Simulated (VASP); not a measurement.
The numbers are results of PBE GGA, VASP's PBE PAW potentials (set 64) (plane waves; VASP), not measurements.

Input for VASP

INCAR:
```
# general
SYSTEM  = Zr
PREC    = Accurate
ENCUT   = 300
LREAL   = .FALSE.
LASPH   = .TRUE.   # aspherical one-centre terms

# electronic loop
EDIFF   = 1E-6
NELM    = 100
ALGO    = Normal
LMAXMIX = 4   # l cut-off of mixed one-centre charges

# smearing
ISMEAR  = 0
SIGMA   = 0.1

# functional
GGA     = PE   # PBE

# ions
ISIF    = 2

# output
LWAVE   = .FALSE.
LCHARG  = .FALSE.
```

### KPOINTS
```
Automatic mesh
0
Gamma
11 11 3
0 0 0
```

POSCAR:
```
Zr
1
    3.1594500000     0.0000000000     0.0000000000
   -1.5797260000     2.7361650000     0.0000000000
    0.0000000000     0.0000000000    10.1655550000
Zr
4
Direct
  0.0000000000   0.0000000000   0.0000000000
  0.0000000000   0.0000000000   0.5000000000
  0.3333330000   0.6666670000   0.2500000000
  0.6666670000   0.3333330000   0.7500000000
```

POTCAR, in this order: Zr_sv (PBE.64 set). Program: vasp_std.

Output of the run:

**OUTCAR**
```
 ion  position               nearest neighbor table
   1  0.000  0.000  0.000-   3 3.13   4 3.13   4 3.13   3 3.13   4 3.13   3 3.13
   2  0.000  0.000  0.500-   3 3.13   4 3.13   4 3.13   3 3.13   4 3.13   3 3.13
   3  0.333  0.667  0.250-   1 3.13   2 3.13   1 3.13   2 3.13   1 3.13   2 3.13
   4  0.667  0.333  0.750-   1 3.13   2 3.13   1 3.13   2 3.13   1 3.13   2 3.13
  LATTYP: Found a hexagonal cell.
 ALAT       =     3.1594500000
 C/A-ratio  =     3.2175077941
 Subroutine PRICEL returns:
 Original cell was already a primitive cell.
 Subroutine GETGRP returns: Found 24 space group operations
The static configuration has the point symmetry D_3d.
 The point group associated with its full space group is D_6h.
The dynamic configuration has the point symmetry D_3d.
 Subroutine INISYM returns: Found 24 space group operations
 Subroutine IBZKPT returns following result:
 Found     32 irreducible k-points:

 Following reciprocal coordinates:
            Coordinates               Weight
  0.000000  0.000000  0.000000      1.000000
  0.090909  0.000000  0.000000      6.000000
  0.181818  0.000000  0.000000      6.000000
  0.272727  0.000000  0.000000      6.000000
  0.363636  0.000000  0.000000      6.000000
...
```

### OSZICAR
```
       N       E                     dE             d eps       ncg     rms          rms(c)
DAV:   1     0.364499546271E+03    0.36450E+03   -0.19958E+04  1832   0.117E+03
DAV:   2     0.142772072606E+01   -0.36307E+03   -0.35550E+03  2020   0.392E+02
DAV:   3    -0.328249719851E+02   -0.34253E+02   -0.33039E+02  3000   0.770E+01
DAV:   4    -0.349522048978E+02   -0.21272E+01   -0.20568E+01  2564   0.190E+01
DAV:   5    -0.350291024570E+02   -0.76898E-01   -0.75096E-01  2584   0.318E+00    0.224E+01
DAV:   6    -0.339638784756E+02    0.10652E+01   -0.17317E+00  2056   0.945E+00    0.918E+00
DAV:   7    -0.337545131720E+02    0.20937E+00   -0.11186E+00  2436   0.693E+00    0.152E+00
DAV:   8    -0.337570658247E+02   -0.25527E-02   -0.14467E-01  2300   0.257E+00    0.119E+00
DAV:   9    -0.337581736916E+02   -0.11079E-02   -0.76700E-02  2420   0.208E+00    0.267E-01
DAV:  10    -0.337559942419E+02    0.21794E-02   -0.14356E-02  2464   0.955E-01    0.355E-02
DAV:  11    -0.337559575649E+02    0.36677E-04   -0.56635E-04  2360   0.162E-01    0.208E-02
DAV:  12    -0.337559332428E+02    0.24322E-04   -0.26480E-05  2820   0.285E-02    0.994E-03
DAV:  13    -0.337559120658E+02    0.21177E-04   -0.23795E-06  1580   0.132E-02    0.311E-03
DAV:  14    -0.337559120081E+02    0.57697E-07   -0.26896E-07  1296   0.355E-03
   1 F= -.33755912E+02 E0= -.33738159E+02  d E =-.355063E-01
```

OUTCAR:
```
------------------------ aborting loop because EDIFF is reached ----------------------------------------
  FORCE on cell =-STRESS in cart. coord.  units (eV):
  Direction    XX          YY          ZZ          XY          YZ          ZX
  --------------------------------------------------------------------------------------
  Total        2.8683353      2.8683375      3.5125391     -0.0000010     -0.0000000     -0.0000000
  in kB       52.2944544     52.2944941     64.0393460     -0.0000191     -0.0000000     -0.0000000
  external PRESSURE =      56.2094315 kB  Pullay stress =       0.0000000 kB
  volume of cell :       87.88
      direct lattice vectors                 reciprocal lattice vectors
     3.159450000  0.000000000  0.000000000     0.316510785  0.182737633  0.000000000
    -1.579726000  2.736165000  0.000000000     0.000000000  0.365475035  0.000000000
     0.000000000  0.000000000 10.165555000     0.000000000  0.000000000  0.098371412
 POSITION                                       TOTAL-FORCE (eV/Angst)
 -----------------------------------------------------------------------------------
      0.00000      0.00000      0.00000         0.000000      0.000000      0.000000
      0.00000      0.00000      5.08278         0.000000      0.000000      0.000000
     -0.00000      1.82411      2.54139        -0.000000      0.000000     -0.000000
      1.57973      0.91205      7.62417         0.000000      0.000000      0.000000
 -----------------------------------------------------------------------------------
    total drift:                                0.000000     -0.000000      0.000000
  FREE ENERGIE OF THE ION-ELECTRON SYSTEM (eV)
  ---------------------------------------------------
  free  energy   TOTEN  =       -33.7559120081 eV

  energy  without entropy=      -33.7204057490  energy(sigma->0) =      -33.73815888
```
(Selected blocks of OUTCAR.)

At this cut-off the stress carries a Pulay error, which pulls relaxed volumes low.

The structure was generated: Zr was put into an ordered model structure, which need not be its known phase. The cell was not relaxed at this level, and its volume differs by -5.9 % from the start's.
